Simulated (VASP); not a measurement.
The system is MgH2.

```
Mg H
1.0
     4.51680    0.00000    0.00000
     0.00000    4.51680    0.00000
     0.00000    0.00000    3.02050
Mg H
2 4
Direct
  0.00000 0.00000 0.00000
  0.50000 0.50000 0.50000
  0.30600 0.30600 0.00000
  0.19400 0.80600 0.50000
  0.69400 0.69400 0.00000
  0.80600 0.19400 0.50000
```

```yaml
Program: VASP 6.6.1
Task: relaxation of cell and atoms
Functional: LDA
Potentials_or_basis: VASP PAW LDA potentials, release 64 (Mg, H)
Cutoff: 600 eV
k_mesh: 6 × 6 × 10
Occupations: gaussian, width 0.03 eV
Spin: no spin polarisation
```

At the start: pressure -3.1 GPa; volume 10.27 Å³/atom.

Problem. How do energy, volume and symmetry change on relaxing?

Solution. Over 6 steps the energy falls by 6.5 meV/atom and the volume is 9.65 Å³/atom (-6.1 %); space group P4_2/mnm (No. 136, to 0.05 Å).

Step by step:
| step | energy change (eV) | largest force (eV/Å) | pressure (GPa) | volume (Å³) |
| --- | --- | --- | --- | --- |
| 1 | 0.0000 | 0.0523 | -3.13 | 61.62 |
| 2 | -0.0274 | 0.0508 | -1.70 | 59.85 |
| 3 | -0.0376 | 0.0491 | -0.12 | 58.14 |
| 4 | -0.0377 | 0.0489 | 0.02 | 58.00 |
| 5 | -0.0387 | 0.0244 | 0.01 | 57.95 |
| 6 | -0.0392 | 0.0078 | 0.01 | 57.88 |

Final structure:
```xyz
6
Lattice="4.4172 0.0000 0.0000 0.0000 4.4172 0.0000 0.0000 0.0000 2.9662" Properties=species:S:1:pos:R:3 pbc="T T T"
Mg    0.0000    4.4172    0.0000
Mg    2.2086    2.2086    1.4831
H     1.3432    1.3432    0.0000
H     0.8653    3.5518    1.4831
H     3.0739    3.0739    0.0000
H     3.5518    0.8653    1.4831
```
